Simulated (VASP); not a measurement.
# PmSe (F-43m) in VASP: notebook

The runs below take PmSe through single point, with LDA+U, PBE+U.

Program: VASP 6.6.1. These are calculated values, not measurements. Logs are shortened: lines on timing, memory, paths and dates and some standing lists are left out, and cuts for length are marked.

### 1 The structure

Symmetry: F-43m, No. 216, cubic system. The conventional cell has a = 6.446 Å, b = 6.446 Å, c = 6.446 Å, α = 90.00°, β = 90.00°, γ = 90.00°. Around Pm (site symmetry -43m) lie 4 Se at 2.79 Å. Se (site symmetry -43m) is surrounded by 4 Pm at 2.79 Å.

The cell comes from a database or a generator and needn't be the stable form of this composition.

### 2 Single point, LDA+U, collinear spin, antiferromagnetic start

Input file INCAR:

```
SYSTEM = PmSe
PREC     = Accurate       ! precision mode
ENCUT    = 520            ! plane-wave cutoff, eV
EDIFF    = 1E-7           ! SCF threshold, eV
ISMEAR   = 0              ! smearing method
SIGMA    = 0.05           ! smearing width, eV
LREAL    = .False.        ! projectors in reciprocal space
LASPH    = .True.         ! aspherical terms in the spheres
NELM     = 120            ! most SCF steps
ALGO     = Normal         ! electronic algorithm
ISIF     = 2              ! what is computed and relaxed
LWAVE    = .False.        ! write WAVECAR
LCHARG   = .False.        ! write CHGCAR
ISPIN    = 2              ! spin polarisation
MAGMOM   = 4 -4 0 0       ! initial moments
LORBIT   = 11             ! projections on sites
LMAXMIX  = 6              ! l up to which the mixer works
LDAU     = .True.         ! DFT+U
LDAUTYPE = 2            
LDAUL    = 3 -1           ! shell
LDAUU    = 4 0            ! U, eV
LDAUJ    = 0 0          
LDAUPRINT= 1            
GGA      = CA             ! functional
```

Input file KPOINTS:

```
Automatic mesh
0
Gamma
  5 5 5
  0 0 0
```

Input file POSCAR:

```
PmSe
1.0
    0.0000000000      3.2231904100      3.2231904100
    3.2231904100      0.0000000000      3.2231904100
    6.4463808200      6.4463808200      0.0000000000
Pm Se
2 2
Direct
    0.0000000000      0.0000000000      0.0000000000
    0.0000000000      0.0000000000      0.5000000000
    0.2500000000      0.2500000000      0.1250000000
    0.2500000000      0.2500000000      0.6250000000
```

Potentials or basis: VASP PAW PBE potentials, release 64 (Pm, Se).

Run with:

```console
$ cat potpaw_PBE.64/Pm/POTCAR potpaw_PBE.64/Se/POTCAR > POTCAR
$ mpirun -np 1 vasp_std > vasp.out
```

OUTCAR:

```text
SYSTEM = PmSe
   PREC = Accurate
   ENCUT = 520
   EDIFF = 1E-7
   ISMEAR = 0
   LREAL = .False.
   LASPH = .True.
   NELM = 120
   ISIF = 2
   ISPIN = 2
   LORBIT = 11
   GGA = CA

 ion  position               nearest neighbor table
   1  0.000  0.000  0.000-   3 2.79   4 2.79   3 2.79   3 2.79
   2  0.000  0.000  0.500-   3 2.79   4 2.79   4 2.79   4 2.79
   3  0.250  0.250  0.125-   1 2.79   1 2.79   1 2.79   2 2.79
   4  0.250  0.250  0.625-   2 2.79   2 2.79   1 2.79   2 2.79

  LATTYP: Found a trigonal (rhomboedric) cell.
 ALAT       =     7.8951718483
 COS(alpha) =     0.8333333333

  Lattice vectors:

 A1 = (   6.4463808200,   3.2231904100,  -3.2231904100)
 A2 = (   3.2231904100,   3.2231904100,  -6.4463808200)
 A3 = (   3.2231904100,   6.4463808200,  -3.2231904100)

Analysis of symmetry for initial positions (statically):
=====================================================================
 Subroutine PRICEL returns following result:

  LATTYP: Found a face centered cubic cell.
 ALAT       =     6.4463808200
[... 12 lines left out ...]
 Subroutine GETGRP returns: Found  6 space group operations
 (whereof  6 operations were pure point group operations)
 out of a pool of 12 trial point group operations.

The static configuration has the point symmetry C_3v.

Analysis of symmetry for dynamics (positions and initial velocities):
=====================================================================
 Subroutine PRICEL returns following result:

  LATTYP: Found a face centered cubic cell.
 ALAT       =     6.4463808200
[... 12 lines left out ...]
 Subroutine GETGRP returns: Found  6 space group operations
 (whereof  6 operations were pure point group operations)
 out of a pool of 12 trial point group operations.

The dynamic configuration has the point symmetry C_3v.

Analysis of structural, dynamic, and magnetic symmetry:
=====================================================================
 Subroutine PRICEL returns following result:

  LATTYP: Found a face centered cubic cell.
 ALAT       =     6.4463808200
[... 12 lines left out ...]
 Subroutine GETGRP returns: Found  6 space group operations
 (whereof  6 operations were pure point group operations)
 out of a pool of 12 trial point group operations.

The overall configuration has the point symmetry C_3v.

 Subroutine INISYM returns: Found  6 space group operations
 (whereof  6 operations are pure point group operations),
 and found     2 'primitive' translations

----------------------------------------------------------------------------------------

                                     Primitive cell

[... 188 lines left out ...]
 -0.0000  0.0038 -0.0000 -0.0000 -0.0000 -0.0000  0.0000
  0.0000 -0.0000  0.0019 -0.0001  0.0001 -0.0000  0.0000
 -0.0000 -0.0000 -0.0001  0.0020 -0.0001  0.0000  0.0000
 -0.0000 -0.0000  0.0001 -0.0001  0.0019  0.0000 -0.0000
 -0.0001 -0.0000 -0.0000  0.0000  0.0000  0.0019 -0.0001
  0.0001  0.0000  0.0000  0.0000 -0.0000 -0.0001  0.0020

spin component  2

  0.5729 -0.0292 -0.2687  0.1381  0.1137  0.1302 -0.3151
 -0.0292  0.8051 -0.0226 -0.0369 -0.0226  0.0000  0.0292
 -0.2687 -0.0226  0.7116  0.2935 -0.0484  0.0728 -0.1137
  0.1381 -0.0369  0.2935  0.3647  0.2935 -0.0000 -0.1381
  0.1137 -0.0226 -0.0484  0.2935  0.7116 -0.0728  0.2687
  0.1302  0.0000  0.0728 -0.0000 -0.0728  0.9198  0.1302
 -0.3151  0.0292 -0.1137 -0.1381  0.2687  0.1302  0.5729

 occupancies and eigenvectors

  o =  0.0018  v =  0.4561  0.0388  0.3533  0.5769  0.3533 -0.0000 -0.4561  0.0000  0.0000  0.0000  0.0000  0.0000  0.0000  0.0000      0.0000  0.0000  0.0000  0.0000  0.0000  0.0000  0.0000  0.0000  0.0000  0.0000  0.0000  0.0000  0.0000  0.0000
  o =  0.0018  v = -0.3536  0.0000  0.4564  0.0000 -0.4564 -0.5774 -0.3536  0.0000  0.0000  0.0000  0.0000  0.0000  0.0000  0.0000      0.0000  0.0000  0.0000  0.0000  0.0000  0.0000  0.0000  0.0000  0.0000  0.0000  0.0000  0.0000  0.0000  0.0000
  o =  0.0019  v =  0.1147  0.0000  0.5057 -0.0064 -0.5147  0.6755  0.0996  0.0000  0.0000  0.0000  0.0000  0.0000  0.0000  0.0000      0.0000  0.0000  0.0000  0.0000  0.0000  0.0000  0.0000  0.0000  0.0000  0.0000  0.0000  0.0000  0.0000  0.0000
  o =  0.0019  v =  0.5380  0.0000 -0.3292 -0.4586 -0.3149 -0.0094 -0.5410  0.0000  0.0000  0.0000  0.0000  0.0000  0.0000  0.0000      0.0000  0.0000  0.0000  0.0000  0.0000  0.0000  0.0000  0.0000  0.0000  0.0000  0.0000  0.0000  0.0000  0.0000
  o =  0.0021  v =  0.4781 -0.0000 -0.1568  0.3907 -0.4456 -0.3741  0.5056  0.0000  0.0000  0.0000  0.0000  0.0000  0.0000  0.0000      0.0000  0.0000  0.0000  0.0000  0.0000  0.0000  0.0000  0.0000  0.0000  0.0000  0.0000  0.0000  0.0000  0.0000
  o =  0.0021  v = -0.3681 -0.0000 -0.5272  0.5511 -0.3225  0.2652 -0.3293  0.0000  0.0000  0.0000  0.0000  0.0000  0.0000  0.0000      0.0000  0.0000  0.0000  0.0000  0.0000  0.0000  0.0000  0.0000  0.0000  0.0000  0.0000  0.0000  0.0000  0.0000
  o =  0.0029  v =  0.0000  0.0000  0.0000  0.0000  0.0000  0.0000  0.0000 -0.5035 -0.0000 -0.1724 -0.2698  0.4432  0.2106 -0.6350      0.0000  0.0000  0.0000  0.0000  0.0000  0.0000  0.0000  0.0000  0.0000  0.0000  0.0000  0.0000  0.0000  0.0000
  o =  0.0029  v =  0.0000  0.0000  0.0000  0.0000  0.0000  0.0000  0.0000  0.3881 -0.0000  0.4825 -0.7373  0.2573 -0.0771  0.0286      0.0000  0.0000  0.0000  0.0000  0.0000  0.0000  0.0000  0.0000  0.0000  0.0000  0.0000  0.0000  0.0000  0.0000
  o =  0.0038  v = -0.0177  0.9992 -0.0137 -0.0224 -0.0137 -0.0000  0.0177  0.0000  0.0000  0.0000  0.0000  0.0000  0.0000  0.0000      0.0000  0.0000  0.0000  0.0000  0.0000  0.0000  0.0000  0.0000  0.0000  0.0000  0.0000  0.0000  0.0000  0.0000
  o =  0.7800  v =  0.0000  0.0000  0.0000  0.0000  0.0000  0.0000  0.0000 -0.1670 -0.9306 -0.1294 -0.2113 -0.1294 -0.0000  0.1670      0.0000  0.0000  0.0000  0.0000  0.0000  0.0000  0.0000  0.0000  0.0000  0.0000  0.0000  0.0000  0.0000  0.0000
  o =  0.9642  v =  0.0000  0.0000  0.0000  0.0000  0.0000  0.0000  0.0000  0.3536  0.0000 -0.4564 -0.0000  0.4564  0.5774  0.3536      0.0000  0.0000  0.0000  0.0000  0.0000  0.0000  0.0000  0.0000  0.0000  0.0000  0.0000  0.0000  0.0000  0.0000
  o =  0.9677  v =  0.0000  0.0000  0.0000  0.0000  0.0000  0.0000  0.0000 -0.4248  0.3660 -0.3290 -0.5373 -0.3290 -0.0000  0.4248      0.0000  0.0000  0.0000  0.0000  0.0000  0.0000  0.0000  0.0000  0.0000  0.0000  0.0000  0.0000  0.0000  0.0000
  o =  0.9705  v =  0.0000  0.0000  0.0000  0.0000  0.0000  0.0000  0.0000 -0.0448 -0.0000  0.3890 -0.0185 -0.4665  0.7824 -0.1283      0.0000  0.0000  0.0000  0.0000  0.0000  0.0000  0.0000  0.0000  0.0000  0.0000  0.0000  0.0000  0.0000  0.0000
  o =  0.9705  v =  0.0000  0.0000  0.0000  0.0000  0.0000  0.0000  0.0000 -0.5104  0.0000  0.5027  0.2234  0.4318  0.0649  0.4961      0.0000  0.0000  0.0000  0.0000  0.0000  0.0000  0.0000  0.0000  0.0000  0.0000  0.0000  0.0000  0.0000  0.0000

 number of electron      42.0000002 magnetization      -0.0000000

 Free energy of the ion-electron system (eV)
  ---------------------------------------------------
  ext. energy  EPLUGINS =         0.00000000
  ---------------------------------------------------
  free energy    TOTEN  =       -28.26772665 eV

  energy without entropy =      -28.26414942  energy(sigma->0) =      -28.26593803

 E-fermi :   4.4135     XC(G=0):  -8.9917

 val. band max:        4.3723956218   @ k =  -0.4000   0.4000   0.0000
 cond. band min:       4.4469362126   @ k =  -0.4000   0.4000   0.0000
 fundamental gap:      0.0745405907
 Fermi energy:         4.4134999091

 spin component 1

 k-point     1 :       0.0000    0.0000    0.0000
  band No.  band energies     occupation
      1     -33.7041      1.00000
      2     -31.7313      1.00000
      3     -14.8126      1.00000
      4     -14.3924      1.00000
      5     -14.3924      1.00000
      6     -13.4334      1.00000
[... 521 lines left out ...]
     24       6.4052      0.00000
     25       6.5538      0.00000
 Fermi energy:         4.4134999091

 spin component 2

 k-point     1 :       0.0000    0.0000    0.0000
  band No.  band energies     occupation
      1     -33.7041      1.00000
      2     -31.7313      1.00000
      3     -14.8126      1.00000
      4     -14.3924      1.00000
      5     -14.3924      1.00000
      6     -13.4334      1.00000
[... 521 lines left out ...]
     24       6.4052      0.00000
     25       6.5537      0.00000

------------------------ aborting loop because EDIFF is reached ----------------------------------------

  FORCE on cell =-STRESS in cart. coord.  units (eV):
  Direction    XX          YY          ZZ          XY          YZ          ZX
  --------------------------------------------------------------------------------------
  -------------------------------------------------------------------------------------
  Total        4.0109859      4.0109859      4.0109859      0.0639231     -0.0639231     -0.0639231
  in kB       47.9781873     47.9781873     47.9781873      0.7646285     -0.7646285     -0.7646285
  external PRESSURE =      47.9781873 kB  Pullay stress =       0.0000000 kB

 VOLUME and BASIS-vectors are now :
 -----------------------------------------------------------------------------
  energy-cutoff  :      520.00
  volume of cell :      133.94
      direct lattice vectors                 reciprocal lattice vectors
     0.000000000  3.223190410  3.223190410    -0.155125803  0.155125803  0.155125803
     3.223190410  0.000000000  3.223190410     0.155125803 -0.155125803  0.155125803
     6.446380820  6.446380820  0.000000000     0.077562901  0.077562901 -0.077562901

 POSITION                                       TOTAL-FORCE (eV/Angst)
 -----------------------------------------------------------------------------------
      0.00000      0.00000      0.00000         0.019874      0.019874     -0.019874
      3.22319      3.22319      0.00000         0.019874      0.019874     -0.019874
      1.61160      1.61160      1.61160        -0.019874     -0.019874      0.019874
      4.83479      4.83479      1.61160        -0.019874     -0.019874      0.019874
 -----------------------------------------------------------------------------------
    total drift:                                0.000197      0.000197     -0.000197

  FREE ENERGIE OF THE ION-ELECTRON SYSTEM (eV)
  ---------------------------------------------------
  free  energy   TOTEN  =       -28.2677266460 eV

  energy  without entropy=      -28.2641494180  energy(sigma->0) =      -28.26593803

 total charge

# of ion       s       p       d       f       tot
--------------------------------------------------
    1        2.008   5.533   0.377   4.664  12.582
    2        2.008   5.533   0.377   4.664  12.582
    3        1.451   2.515   0.016   0.000   3.982
    4        1.451   2.515   0.016   0.000   3.982
--------------------------------------------------
tot          6.916  16.096   0.786   9.329  33.128

 magnetization (x)

# of ion       s       p       d       f       tot
--------------------------------------------------
    1       -0.007   0.010   0.044   4.634   4.681
    2        0.007  -0.010  -0.044  -4.634  -4.681
    3       -0.002  -0.017   0.004   0.000  -0.015
    4        0.002   0.017  -0.004   0.000   0.015
--------------------------------------------------
tot          0.000   0.000   0.000   0.000   0.000
```

Run time: 13 min. Hardware: 1 thread of Intel Xeon Platinum 8375C at 2.90GHz (Ice Lake), shared host; peak memory 0.31 GiB.

Results:

```yaml
Free_energy: -28.2677 eV
Pressure: 4.8 GPa
Band_gap_on_the_k_mesh: 0.07 eV
Net_moment: 0.00 μB per cell
Site_moments: Pm +4.68, -4.68; Se -0.01, +0.01 μB
Valence_electrons_inside_the_program's_atomic_spheres: Pm 12.58; Se 3.98
```

Stress tensor (GPa, compression positive):
```
 4.80  0.08 -0.08
 0.08  4.80 -0.08
-0.08 -0.08  4.80
```

Eigenvalues of the final occupation matrices:
```
    site  spin  trace                         eigenvalues
site 1 f     1   4.66  0.00 0.00 0.78 0.96 0.97 0.97 0.97
site 1 f     2   0.02  0.00 0.00 0.00 0.00 0.00 0.00 0.00
site 2 f     1   0.02  0.00 0.00 0.00 0.00 0.00 0.00 0.00
site 2 f     2   4.66  0.00 0.00 0.78 0.96 0.97 0.97 0.97
```

Caveat: the magnetic or orbital state may not be the lowest; the PAW data sets were made with another functional, which shifts forces and pressure a little; spin-orbit coupling is left out, which moves the levels of the heavy elements; an odd mesh through Γ misses points on the zone boundary, where band edges often lie.

### 3 Single point, LDA+U, collinear spin, zero start

This run uses another cell than the first one: it holds 2 atoms, not 4.

Input file INCAR:

```
ALGO = Normal
EDIFF = 1E-7
ENCUT = 520
GGA = CA
ISIF = 2
ISMEAR = 0
ISPIN = 2
LASPH = True
LCHARG = True
LDAU = True
LDAUJ = 0 0
LDAUL = 3 -1
LDAUPRINT = 1
LDAUTYPE = 2
LDAUU = 4 0
LELF = True
LMAXMIX = 6
LORBIT = 11
LREAL = False
LVHAR = True
LWAVE = False
MAGMOM = 0 0
NELM = 100
PREC = Accurate
SIGMA = 0.05
```

Input file KPOINTS:

```
k-points
0
Gamma
  5 5 5
```

Input file POSCAR:

```
PmSe
1.0
    0.0000000000      3.2231904100      3.2231904100
    3.2231904100      0.0000000000      3.2231904100
    3.2231904100      3.2231904100      0.0000000000
Pm Se
1 1
Direct
    0.0000000000      0.0000000000      0.0000000000
    0.2500000000      0.2500000000      0.2500000000
```

Potentials or basis: VASP PAW PBE potentials, release 64 (Pm, Se).

Run with:

```console
$ cat potpaw_PBE.64/Pm/POTCAR potpaw_PBE.64/Se/POTCAR > POTCAR
$ mpirun -np 1 vasp_std > vasp.out
```

OUTCAR:

```text
EDIFF = 1E-7
   ENCUT = 520
   GGA = CA
   ISIF = 2
   ISMEAR = 0
   ISPIN = 2
   LASPH = True
   LORBIT = 11
   LREAL = False
   NELM = 100
   PREC = Accurate

 ion  position               nearest neighbor table
   1  0.000  0.000  0.000-   2 2.79   2 2.79   2 2.79   2 2.79
   2  0.250  0.250  0.250-   1 2.79   1 2.79   1 2.79   1 2.79

  LATTYP: Found a face centered cubic cell.
 ALAT       =     6.4463808200

  Lattice vectors:
[... 596 lines left out ...]
  external PRESSURE =      20.7627289 kB  Pullay stress =       0.0000000 kB

 VOLUME and BASIS-vectors are now :
 -----------------------------------------------------------------------------
  energy-cutoff  :      520.00
  volume of cell :       66.97
      direct lattice vectors                 reciprocal lattice vectors
     0.000000000  3.223190410  3.223190410    -0.155125803  0.155125803  0.155125803
     3.223190410  0.000000000  3.223190410     0.155125803 -0.155125803  0.155125803
     3.223190410  3.223190410  0.000000000     0.155125803  0.155125803 -0.155125803

 POSITION                                       TOTAL-FORCE (eV/Angst)
 -----------------------------------------------------------------------------------
      0.00000      0.00000      0.00000         0.000000      0.000000      0.000000
      1.61160      1.61160      1.61160        -0.000000     -0.000000     -0.000000
 -----------------------------------------------------------------------------------
    total drift:                                0.000000      0.000000      0.000000

  FREE ENERGIE OF THE ION-ELECTRON SYSTEM (eV)
  ---------------------------------------------------
  free  energy   TOTEN  =       -13.7998752119 eV

  energy  without entropy=      -13.7882438634  energy(sigma->0) =      -13.79405954

 total charge

# of ion       s       p       d       f       tot
--------------------------------------------------
    1        2.002   5.550   0.508   4.328  12.388
    2        1.449   2.492   0.025   0.000   3.965
--------------------------------------------------
tot          3.451   8.042   0.532   4.328  16.353

 magnetization (x)

# of ion       s       p       d       f       tot
--------------------------------------------------
    1        0.007  -0.014  -0.136  -4.289  -4.432
    2        0.005   0.052  -0.015   0.000   0.042
--------------------------------------------------
tot          0.012   0.037  -0.151  -4.289  -4.390
```

OSZICAR:

```text
N       E                     dE             d eps       ncg     rms          rms(c)
DAV:   1     0.198471231357E+03    0.19847E+03   -0.85125E+03   560   0.188E+03
[... 20 lines left out ...]
DAV:  22    -0.137998756720E+02    0.11219E-03   -0.53068E-04   912   0.324E-01    0.111E-01
DAV:  23    -0.137998691855E+02    0.64864E-05   -0.10216E-04   980   0.746E-02    0.280E-02
DAV:  24    -0.137998715195E+02   -0.23340E-05   -0.26942E-05   882   0.380E-02    0.168E-02
DAV:  25    -0.137998742483E+02   -0.27288E-05   -0.93267E-06   960   0.704E-02    0.128E-02
DAV:  26    -0.137998750143E+02   -0.76601E-06   -0.24651E-06   930   0.119E-02    0.661E-03
DAV:  27    -0.137998751958E+02   -0.18141E-06   -0.55131E-07   604   0.573E-03    0.297E-03
DAV:  28    -0.137998752119E+02   -0.16151E-07   -0.17400E-07   520   0.536E-03
   1 F= -.13799875E+02 E0= -.13794060E+02  d E =-.116313E-01  mag=    -4.8667
```

Wall time 85 s (1 thread of Intel Xeon Platinum 8375C at 2.90GHz (Ice Lake), shared host); peak memory 0.19 GiB.

Results:

| Property | Result |
| --- | --- |
| Free energy | -13.7999 eV |
| Pressure | 2.1 GPa |
| Band gap on the k mesh | none (metal or under the smearing width) |
| Net moment | -4.87 μB per cell |
| Site moments | Pm -4.43; Se +0.04 μB |
| Valence electrons inside the program's atomic spheres | Pm 12.39; Se 3.96 |

Eigenvalues of the final occupation matrices:
```
    site  spin  trace                         eigenvalues
site 1 f     1   0.02  0.00 0.00 0.00 0.00 0.00 0.00 0.01
site 1 f     2   4.31  0.14 0.14 0.14 0.97 0.98 0.98 0.98
```

Caveat: the magnetic or orbital state may not be the lowest; the PAW data sets were made with another functional, which shifts forces and pressure a little; spin-orbit coupling is left out, which moves the levels of the heavy elements.

### 4 Single point, LDA+U, collinear spin, random start

This run uses another cell than the first one: it holds 2 atoms, not 4.

Input file INCAR:

```
PREC = Accurate ; ENCUT = 520
EDIFF = 1E-7 ; ISMEAR = 0
SIGMA = 0.05 ; LREAL = False
LASPH = True ; NELM = 100
ALGO = Normal ; ISIF = 2
LWAVE = False ; LCHARG = False
ISPIN = 2 ; MAGMOM = -0.13 0
LORBIT = 11 ; LMAXMIX = 6
LDAU = True ; LDAUTYPE = 2
LDAUL = 3 -1 ; LDAUU = 4 0
LDAUJ = 0 0 ; LDAUPRINT = 1
GGA = CA ; NBANDS = 22
```

Input file KPOINTS:

```
regular mesh
0
Gamma
  5 5 5
```

POSCAR is that of step 3.

Run with:

```console
$ cat potpaw_PBE.64/Pm/POTCAR potpaw_PBE.64/Se/POTCAR > POTCAR
$ mpirun -np 1 vasp_std > vasp.out
```

It took 2.4 min on 1 thread of Intel Xeon Platinum 8375C at 2.90GHz (Ice Lake), shared host; peak memory 0.2 GiB.

It converged, with:

- Free energy: -9.3200 eV
- Pressure: 1.7 GPa
- Band gap on the k mesh: none (metal or under the smearing width)
- Net moment: -0.93 μB per cell
- Site moments: Pm -0.75; Se +0.02 μB
- Valence electrons inside the program's atomic spheres: Pm 12.44; Se 3.96

Levels at points of the mesh, in eV from the Fermi level:
Spin up:
```tsv
k point	band 9	band 10	band 11	band 12	band 13	band 14
(0.00, 0.00, 0.00)	-0.17	-0.02	-0.02	-0.02	1.82	1.82
```
Spin down:
| k point | band 7 | band 8 | band 9 | band 10 | band 11 | band 12 | band 13 | band 14 | band 15 | band 16 |
| --- | --- | --- | --- | --- | --- | --- | --- | --- | --- | --- |
| (0.00, 0.00, 0.00) | -4.04 | -4.04 | -1.81 | 0.02 | 0.02 | 0.02 | 0.12 | 1.82 | 1.82 | 2.35 |

Eigenvalues of the final occupation matrices:
| site | spin | trace | eigenvalues |
| --- | --- | --- | --- |
| site 1 f | 1 | 1.88 | 0.00 0.00 0.00 0.01 0.62 0.62 0.62 |
| site 1 f | 2 | 2.57 | 0.00 0.00 0.00 0.54 0.54 0.54 0.94 |

Caveat: the magnetic or orbital state may not be the lowest; the PAW data sets were made with another functional, which shifts forces and pressure a little; spin-orbit coupling is left out, which moves the levels of the heavy elements.

(Continued in part 2 of 2.)
